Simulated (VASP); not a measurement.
# CsLi3O2 (P6/mmm) in VASP: reference runs

How does CsLi3O2 come out in PBE? The cell is run as given.

All numbers are computed with VASP 6.6.1; they aren't measurements. Logs are shortened: lines on timing, memory, paths and dates and some standing lists are left out, and cuts for length are marked.

### Step 1. Starting point

Symmetry: P6/mmm, No. 191, hexagonal system. The conventional cell has a = 6.016 Å, b = 6.016 Å, c = 3.156 Å, α = 90.00°, β = 90.00°, γ = 120.00°. Cs (site symmetry 6/mmm) is surrounded by 2 Cs at 3.16 Å and 12 Li at 3.40 Å and 6 O at 3.47 Å. Around Li (site symmetry mmm) lie 4 O at 2.35 Å. Around O (site symmetry -6m2) lie 6 Li at 2.35 Å.

The cell was built by a generator and needn't be a form met in nature.

### Step 2. Single point, PBE

The input, INCAR:

```
SYSTEM = CsLi3O2
PREC = Accurate
ENCUT = 520
EDIFF = 1E-7
ISMEAR = -1
SIGMA = 0.05
LREAL = .False.
LASPH = .True.
NELM = 60
ALGO = Normal
ISIF = 2
LWAVE = .False.
LCHARG = .False.
GGA = PE
NBANDS = 24
```

The input, KPOINTS:

```
regular mesh
0
Gamma
  5 5 8
  0 0 0
```

The input, POSCAR:

```
CsLi3O2
1.0
    6.0160349100      0.0000000000      0.0000000000
   -3.0080174600      5.2100390600      0.0000000000
    0.0000000000      0.0000000000      3.1564342000
Cs Li O
1 3 2
Direct
    0.0000000000      0.0000000000      0.5000000000
    0.0000000000      0.5000000000      0.0000000000
    0.5000000000      0.5000000000      0.0000000000
    0.5000000000      0.0000000000      0.0000000000
    0.6666666700      0.3333333300      0.5000000000
    0.3333333300      0.6666666700      0.5000000000
```

Potentials or basis: VASP PAW PBE potentials, release 64 (Cs_sv, Li_sv, O).

Launch:

```sh
$ cat potpaw_PBE.64/Cs_sv/POTCAR potpaw_PBE.64/Li_sv/POTCAR potpaw_PBE.64/O/POTCAR > POTCAR
$ mpirun -np 1 vasp_std > vasp.out
```

OUTCAR:

```text
SYSTEM = CsLi3O2
   PREC = Accurate
   ENCUT = 520
   EDIFF = 1E-7
   ISMEAR = -1
   LREAL = .False.
   LASPH = .True.
   NELM = 60
   ISIF = 2
   GGA = PE

 ion  position               nearest neighbor table
   1  0.000  0.000  0.500-
   2  0.000  0.500  0.000-
   3  0.500  0.500  0.000-
   4  0.500  0.000  0.000-
   5  0.667  0.333  0.500-
   6  0.333  0.667  0.500-

  LATTYP: Found a hexagonal cell.
 ALAT       =     6.0160349100
 C/A-ratio  =     0.5246701934

  Lattice vectors:

 A1 = (   6.0160349100,   0.0000000000,   0.0000000000)
 A2 = (  -3.0080174600,   5.2100390600,   0.0000000000)
 A3 = (   0.0000000000,   0.0000000000,   3.1564342000)

Analysis of symmetry for initial positions (statically):
=====================================================================
 Subroutine PRICEL returns:
 Original cell was already a primitive cell.

 Routine SETGRP: Setting up the symmetry group for a
 hexagonal supercell.

 Subroutine GETGRP returns: Found 24 space group operations
 (whereof 24 operations were pure point group operations)
 out of a pool of 24 trial point group operations.

The static configuration has the point symmetry D_6h.

Analysis of symmetry for dynamics (positions and initial velocities):
=====================================================================
 Subroutine PRICEL returns:
 Original cell was already a primitive cell.

 Routine SETGRP: Setting up the symmetry group for a
 hexagonal supercell.

 Subroutine GETGRP returns: Found 24 space group operations
 (whereof 24 operations were pure point group operations)
 out of a pool of 24 trial point group operations.

The dynamic configuration has the point symmetry D_6h.

 Subroutine INISYM returns: Found 24 space group operations
 (whereof 24 operations are pure point group operations),
 and found     1 'primitive' translations

----------------------------------------------------------------------------------------

                                     Primitive cell

  volume of cell :      98.9346

  direct lattice vectors                    reciprocal lattice vectors
     6.016034910  0.000000000  0.000000000     0.166222440  0.095968570  0.000000000
    -3.008017460  5.210039060  0.000000000     0.000000000  0.191937141  0.000000000
     0.000000000  0.000000000  3.156434200     0.000000000  0.000000000  0.316813194

  length of vectors
     6.016034910  6.016034911  3.156434200     0.191937141  0.191937141  0.316813194

  position of ions in fractional coordinates (direct lattice)
     0.000000000  0.000000000  0.500000000
     0.000000000  0.500000000  0.000000000
     0.500000000  0.500000000  0.000000000
     0.500000000  0.000000000  0.000000000
     0.666666670  0.333333330  0.500000000
     0.333333330  0.666666670  0.500000000

  ion indices of the primitive-cell ions
   primitive index   ion index
                 1           1
                 2           2
                 3           3
                 4           4
                 5           5
                 6           6

----------------------------------------------------------------------------------------

 KPOINTS: regular mesh

Automatic generation of k-mesh.
 Grid dimensions read from file:
 generate k-points for:    5    5    8

 Generating k-lattice:

  Cartesian coordinates                     Fractional coordinates (reciprocal lattice)
     0.033244488  0.019193714  0.000000000     0.200000000  0.000000000  0.000000000
     0.000000000  0.038387428  0.000000000     0.000000000  0.200000000  0.000000000
     0.000000000  0.000000000  0.039601649     0.000000000  0.000000000  0.125000000

  Length of vectors
     0.038387428  0.038387428  0.039601649

  Shift w.r.t. Gamma in fractional coordinates (k-lattice)
     0.000000000  0.000000000  0.000000000

 Subroutine IBZKPT returns following result:
 ===========================================

 Found     25 irreducible k-points:

 Following reciprocal coordinates:
            Coordinates               Weight
  0.000000  0.000000  0.000000      1.000000
  0.200000 -0.000000  0.000000      6.000000
  0.400000 -0.000000  0.000000      6.000000
  0.200000  0.200000  0.000000      6.000000
  0.400000  0.200000  0.000000      6.000000
  0.000000  0.000000  0.125000      2.000000
[... 16 lines left out ...]
  0.400000 -0.000000  0.500000      6.000000
  0.200000  0.200000  0.500000      6.000000
   k-points           NKPTS =     25   k-points in BZ     NKDIM =     25   number of bands    NBANDS=     24
   number of dos      NEDOS =    301   number of ions     NIONS =      6
   total plane-waves  NPLWV =  55296
   dimension x,y,z NGX =    48 NGY =   48 NGZ =   24
   dimension x,y,z NGXF=    96 NGYF=   96 NGZF=   48
   ions per type =               1   3   2
   NGX,Y,Z   is equivalent  to a cutoff of  13.26, 13.26, 12.64 a.u.
   NGXF,Y,Z  is equivalent  to a cutoff of  26.53, 26.53, 25.28 a.u.
 SYSTEM =  CsLi3O2
   PREC   = accura    normal or accurate (medium, high low for compatibility)
   ISTART =      0    job   : 0-new  1-cont  2-samecut
   ICHARG =      2    charge: 1-file 2-atom 10-const
   ISPIN  =      1    spin polarized calculation?
   LNONCOLLINEAR =      F non collinear calculations
   LSORBIT =      F    spin-orbit coupling
   LASPH  =      T    aspherical Exc in radial PAW
   ENCUT  =  520.0 eV  38.22 Ry    6.18 a.u.  11.19 11.19  5.87*2*pi/ulx,y,z
   NELM   =     60;   NELMIN=  2; NELMDL= -5     # of ELM steps
   EDIFF  = 0.1E-06   stopping-criterion for ELM
   LREAL  =      F    real-space projection
   EDIFFG = 0.1E-05   stopping-criterion for IOM
   NSW    =      0    number of steps for IOM
   IBRION =     -1    ionic relax: 0-MD 1-quasi-New 2-CG
   NFREE  =      0    steps in history (QN), initial steepest desc. (CG)
   ISIF   =      2    stress and relaxation
   ISYM   =      2    0-nonsym 1-usesym 2-fastsym
   POTIM  = 0.5000    time-step for ionic-motion
   TEBEG  =    0.0;   TEEND  =   0.0 temperature during run
   PSTRESS=    0.0 pullay stress
   NELECT =      30.0000    total number of electrons
   NUPDOWN=      -1.0000    fix difference up-down
   EMIN   =  10.00;   EMAX   =-10.00  energy-range for DOS
   EFERMI =   0.00;   METHOD = LEGACY
   ISMEAR =    -1;   SIGMA  =   0.05  broadening in eV -4-tet -1-fermi 0-gaus
   EFERMI_NEDOS =   21; number of points for ismear=-14 and -15
   IALGO  =     38    algorithm
   IMIX   =      4    mixing-type and parameters
     AMIX     =   0.40;   BMIX     =  1.00
     AMIX_MAG =   1.60;   BMIX_MAG =  1.00
  volume/ion in A,a.u.               =      16.49       111.27
  Fermi-wavevector in a.u.,A,eV,Ry     =   1.099848  2.078411 16.458492  1.209665
  Thomas-Fermi vector in A             =   2.236249
   LORBIT       =      0    0 simple, 1 ext, 2 COOP (PROOUT), +10 PAW based schemes
   GGA     = PE    functional components
   LHFCALC =     F    Hartree Fock is set to
   AEXX    =    0.0000 exact exchange contribution
   IVDW    =     0    specifies the selected vdW correction
   LEPSILON=     F    determine dielectric tensor
   LRPA    =     F    only Hartree local field effects (RPA)
 non-spin polarized calculation
  energy-cutoff  :      520.00
  volume of cell :       98.93
 maximum number of plane-waves:      2687
 NGX is ok and might be reduce to    48
   NGX = 23   NGY = 23   NGZ = 11

 number of electron      29.9999994 magnetization

 Free energy of the ion-electron system (eV)
  ---------------------------------------------------
  ext. energy  EPLUGINS =         0.00000000
  ---------------------------------------------------
  free energy    TOTEN  =       -22.88378769 eV

  energy without entropy =      -22.88340071  energy(sigma->0) =      -22.88359420

 E-fermi :   2.3221     XC(G=0):  -8.6388

 val. band max:        2.0777983354   @ k =   0.0000   0.0000   0.0000
 cond. band min:       2.5668032950   @ k =   0.0000   0.0000   0.5000
 fundamental gap:      0.4890049596
 Fermi energy:         2.3221085569

 k-point     1 :       0.0000    0.0000    0.0000
  band No.  band energies     occupation
      1     -43.3080      2.00000
      2     -43.2967      2.00000
      3     -43.2967      2.00000
      4     -21.8704      2.00000
      5     -13.4042      2.00000
      6     -13.2696      2.00000
[... 16 lines left out ...]
     23      10.5101      0.00000
     24      10.5101      0.00000

 k-point     2 :       0.2000   -0.0000    0.0000
  band No.  band energies     occupation
      1     -43.3071      2.00000
      2     -43.2976      2.00000
      3     -43.2967      2.00000
      4     -21.8700      2.00000
      5     -13.4028      2.00000
      6     -13.2826      2.00000
[... 16 lines left out ...]
     23      10.4351      0.00000
     24      10.4462      0.00000

 k-point     3 :       0.4000   -0.0000    0.0000
  band No.  band energies     occupation
      1     -43.3049      2.00000
      2     -43.2998      2.00000
      3     -43.2967      2.00000
      4     -21.8693      2.00000
      5     -13.3928      2.00000
      6     -13.3119      2.00000
[... 16 lines left out ...]
     23      10.3510      0.00000
     24      10.6076      0.00000

 k-point     4 :       0.2000    0.2000    0.0000
  band No.  band energies     occupation
      1     -43.3054      2.00000
      2     -43.2993      2.00000
      3     -43.2967      2.00000
      4     -21.8695      2.00000
      5     -13.3939      2.00000
      6     -13.3072      2.00000
[... 16 lines left out ...]
     23      10.3549      0.00000
     24      10.6558      0.00000

 k-point     5 :       0.4000    0.2000    0.0000
  band No.  band energies     occupation
      1     -43.3035      2.00000
      2     -43.3012      2.00000
      3     -43.2967      2.00000
      4     -21.8691      2.00000
      5     -13.3765      2.00000
      6     -13.3345      2.00000
[... 451 lines left out ...]
 k-point    22 :       0.2000   -0.0000    0.5000
  band No.  band energies     occupation
      1     -43.3025      2.00000
      2     -43.2935      2.00000
      3     -43.2926      2.00000
      4     -20.9941      2.00000
      5     -13.1824      2.00000
      6     -13.0094      2.00000
[... 16 lines left out ...]
     23       9.2774      0.00000
     24      11.4782      0.00000

 k-point    23 :       0.4000   -0.0000    0.5000
  band No.  band energies     occupation
      1     -43.3004      2.00000
      2     -43.2956      2.00000
      3     -43.2926      2.00000
      4     -20.9929      2.00000
      5     -13.1554      2.00000
      6     -13.0516      2.00000
[... 16 lines left out ...]
     23       9.6300      0.00000
     24       9.6510      0.00000

 k-point    24 :       0.2000    0.2000    0.5000
  band No.  band energies     occupation
      1     -43.3009      2.00000
      2     -43.2951      2.00000
      3     -43.2926      2.00000
      4     -20.9931      2.00000
      5     -13.1612      2.00000
      6     -13.0430      2.00000
[... 16 lines left out ...]
     23       9.3945      0.00000
     24      10.4746      0.00000

 [... further k-points ...]
[... 5 lines left out ...]
  --------------------------------------------------------------------------------------
  -------------------------------------------------------------------------------------
  Total       -5.5637466     -5.5637466     -0.9648588      0.0000000      0.0000000     -0.0000000
  in kB      -90.1010503    -90.1010503    -15.6252256      0.0000001      0.0000000     -0.0000000
  external PRESSURE =     -65.2757754 kB  Pullay stress =       0.0000000 kB

 VOLUME and BASIS-vectors are now :
 -----------------------------------------------------------------------------
  energy-cutoff  :      520.00
  volume of cell :       98.93
      direct lattice vectors                 reciprocal lattice vectors
     6.016034910  0.000000000  0.000000000     0.166222440  0.095968570  0.000000000
    -3.008017460  5.210039060  0.000000000     0.000000000  0.191937141  0.000000000
     0.000000000  0.000000000  3.156434200     0.000000000  0.000000000  0.316813194

 POSITION                                       TOTAL-FORCE (eV/Angst)
 -----------------------------------------------------------------------------------
      0.00000      0.00000      1.57822         0.000000      0.000000      0.000000
     -1.50401      2.60502      0.00000         0.000000      0.000000      0.000000
      1.50401      2.60502      0.00000         0.000000      0.000000      0.000000
      3.00802      0.00000      0.00000         0.000000      0.000000      0.000000
      3.00802      1.73668      1.57822        -0.000000     -0.000000      0.000000
     -0.00000      3.47336      1.57822         0.000000     -0.000000      0.000000
 -----------------------------------------------------------------------------------
    total drift:                               -0.000000      0.000000      0.000000

  FREE ENERGIE OF THE ION-ELECTRON SYSTEM (eV)
  ---------------------------------------------------
  free  energy   TOTEN  =       -22.8837876889 eV

  energy  without entropy=      -22.8834007116  energy(sigma->0) =      -22.88359420
```

Run time: 46 s. Hardware: 1 thread of AMD EPYC 9R45 (Zen 5), shared host; peak memory 0.21 GiB.

What came out:

| Item | Value |
| --- | --- |
| Free energy | -22.8838 eV |
| Band gap on the k mesh | 0.49 eV, indirect (least direct gap 0.97 eV) |

Caveat: the cutoff is under 1.25 times the usual one of these potentials, so pressure, stress and relaxed cells hold a basis-set (Pulay) error; spin-orbit coupling is left out, which moves the levels of the heavy elements; an odd mesh through Γ misses points on the zone boundary, where band edges often lie. As with any semilocal functional, this PBE gap is likely too small.
